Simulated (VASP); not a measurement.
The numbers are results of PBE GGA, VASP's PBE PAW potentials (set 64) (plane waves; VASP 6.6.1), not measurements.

A VASP calculation is set up with these files.

INCAR:
```
SYSTEM = Ge63P
PREC = Normal
ENCUT = 400
EDIFF = 1E-5
NELM = 100
ALGO = Fast
LREAL = Auto
LASPH = .TRUE.
ISMEAR = 0
SIGMA = 0.05
GGA = PE
LMAXMIX = 4
LWAVE = .FALSE.
LCHARG = .FALSE.
NELMIN = 4
ISYM = 0
NELECT = 259.0
ISPIN = 2
NUPDOWN = 1
MAGMOM = 64*0.0156
LORBIT = 10
IBRION = 2
ISIF = 2
NSW = 60
EDIFFG = -0.03
```

File KPOINTS:
```
Automatic mesh
0
Gamma
1 1 1
0 0 0
```

File POSCAR:
```
Ge63P
1.0
 11.5673955220   0.0000000000   0.0000000000
  0.0000000000  11.5673955220   0.0000000000
  0.0000000000   0.0000000000  11.5673955220
Ge P
63 1
Cartesian
  5.7836977610   0.0000000000   0.0000000000
  7.2296222012   1.4459244402   1.4459244402
  8.6755466415   2.8918488805   0.0000000000
 10.1214710818   4.3377733208   1.4459244402
  8.6755466415   0.0000000000   2.8918488805
 10.1214710818   1.4459244402   4.3377733208
  0.0000000000   0.0000000000   0.0000000000
  1.4459244402   1.4459244402   1.4459244402
  2.8918488805   2.8918488805   0.0000000000
  4.3377733208   4.3377733208   1.4459244402
  5.7836977610   5.7836977610   0.0000000000
  7.2296222012   7.2296222012   1.4459244402
  8.6755466415   8.6755466415   0.0000000000
 10.1214710818  10.1214710818   1.4459244402
  2.8918488805   0.0000000000   2.8918488805
  4.3377733208   1.4459244402   4.3377733208
  5.7836977610   2.8918488805   2.8918488805
  7.1803797985   4.3009311660   4.3526258566
  8.6755466415   5.7836977610   2.8918488805
 10.1214710818   7.2296222012   4.3377733208
  5.7836977610   0.0000000000   5.7836977610
  7.2296222012   1.4459244402   7.2296222012
  8.6755466415   2.8918488805   5.7836977610
 10.1214710818   4.3377733208   7.2296222012
  8.6755466415   0.0000000000   8.6755466415
 10.1214710818   1.4459244402  10.1214710818
  0.0000000000   5.7836977610   0.0000000000
  1.4459244402   7.2296222012   1.4459244402
  2.8918488805   8.6755466415   0.0000000000
  4.3377733208  10.1214710818   1.4459244402
  0.0000000000   2.8918488805   2.8918488805
  1.4459244402   4.3377733208   4.3377733208
  2.8918488805   5.7836977610   2.8918488805
  4.2902775947   7.1987950922   4.3135396271
  5.7836977610   8.6755466415   2.8918488805
  7.2296222012  10.1214710818   4.3377733208
  0.0000000000   0.0000000000   5.7836977610
  1.4459244402   1.4459244402   7.2296222012
  2.8918488805   2.8918488805   5.7836977610
  4.3740139709   4.2877443351   7.1912531503
  7.2588298749   7.1991536814   7.2237112621
  8.6755466415   8.6755466415   5.7836977610
 10.1214710818  10.1214710818   7.2296222012
  2.8918488805   0.0000000000   8.6755466415
  4.3377733208   1.4459244402  10.1214710818
  5.7836977610   2.8918488805   8.6755466415
  7.2296222012   4.3377733208  10.1214710818
  8.6755466415   5.7836977610   8.6755466415
 10.1214710818   7.2296222012  10.1214710818
  0.0000000000   8.6755466415   2.8918488805
  1.4459244402  10.1214710818   4.3377733208
  0.0000000000   5.7836977610   5.7836977610
  1.4459244402   7.2296222012   7.2296222012
  2.8918488805   8.6755466415   5.7836977610
  4.3377733208  10.1214710818   7.2296222012
  0.0000000000   2.8918488805   8.6755466415
  1.4459244402   4.3377733208  10.1214710818
  2.8918488805   5.7836977610   8.6755466415
  4.3377733208   7.2296222012  10.1214710818
  5.7836977610   8.6755466415   8.6755466415
  7.2296222012  10.1214710818  10.1214710818
  0.0000000000   8.6755466415   8.6755466415
  1.4459244402  10.1214710818  10.1214710818
  5.7623212141   5.7877694842   5.7442529423
```

POTCAR, in this order: Ge P (PBE.64 set). Program: vasp_gam.

Problem. What will the output report for the number of irreducible k-points (NKPTS), largest plane-wave count, FFT grid (NGX, NGY, NGZ)?

Solution. 
| Item | Value |
|---|---|
| number of irreducible k-points (NKPTS) | 1 |
| largest plane-wave count | 14057 |
| FFT grid (NGX, NGY, NGZ) | 60 × 60 × 60 |

The cell is a supercell with a defect, built from Ge (diamond): P_Ge, charge -2.
